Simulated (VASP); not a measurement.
Runs of VASP 6.6.1 on Si. The structure is cubic, space group Fd-3m (No. 227). The conventional cell has a = 5.431 Å, b = 5.431 Å, c = 5.431 Å, α = 90.00°, β = 90.00°, γ = 90.00°. Si (site symmetry -43m) has 4 Si at 2.35 Å as nearest neighbours. 

```csv
level,potentials or basis,pressure (GPa),moment (μB)
PBE,"VASP PAW PBE potentials, release 64 (Si)",(a),0.00
r2SCAN,"VASP PAW PBE potentials, release 64 (Si)",0.5,0.00
TB-mBJ,"VASP PAW PBE potentials, release 64 (Si)",-,0.00
LDA,"VASP PAW LDA potentials, release 64 (Si)",-1.5,0.00
```

Alike in all rows: task single point; spin non-collinear, zero start, SOC; cell as given; k mesh 8 × 8 × 8; cutoff (eV) 520; smearing gaussian 0.02 eV.

Fill in the values left out.

(a) 1.9.

Caveats: the PAW data sets were made with another functional, which shifts forces and pressure a little (some runs).

Not every run made on this cell is shown here.
